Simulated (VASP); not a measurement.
Elastic constants (GPa) of a crystal from VASP with LDA (Ceperley-Alder, Perdew-Zunger), VASP's LDA PAW potentials (set 64):

```
       xx     yy     zz     yz     xz     xy
--  -----  -----  -----  -----  -----  -----
xx  601.6   67.5  133.9    0.0    0.0    0.0
yy   67.5  601.6  133.9    0.0    0.0    0.0
zz  133.9  133.9  477.4    0.0    0.0    0.0
yz    0.0    0.0    0.0  279.8    0.0    0.0
xz    0.0    0.0    0.0    0.0  279.8    0.0
xy    0.0    0.0    0.0    0.0    0.0  267.1
```

Finite-difference elastic constants of metals are sensitive to mesh and smearing; shear constants can be off by tens of GPa.

**Question.** Work out the Voigt, Reuss and Hill moduli, Young's modulus and Poisson's ratio.

**Answer.** All eigenvalues are positive (smallest 267.1 GPa), so the crystal is stable. K_V = (C11+C22+C33+2(C12+C13+C23))/9 = (1680.6 + 2×335.3)/9 = 261.2 GPa; G_V = (1680.6 − 335.3 + 3×826.7)/15 = 255.0 GPa. From the compliances, K_R = 260.6 GPa and G_R = 248.0 GPa. Hill: K = 260.9 GPa, G = 251.5 GPa, E = 9KG/(3K+G) = 571.0 GPa, ν = (3K−2G)/(2(3K+G)) = 0.135. K/G = 1.04, below Pugh's 1.75; universal anisotropy A^U = 0.15.

**Question.** With a density of 6.30 g/cm³, what are the mean sound speeds?

**Answer.** v_l = √((K+4G/3)/ρ) = 9.72 km/s and v_t = √(G/ρ) = 6.32 km/s. The crystal is ZrB2 (AlB2 type), hexagonal.

The compound is ZrB2 in the AlB2 type structure. It was relaxed first.
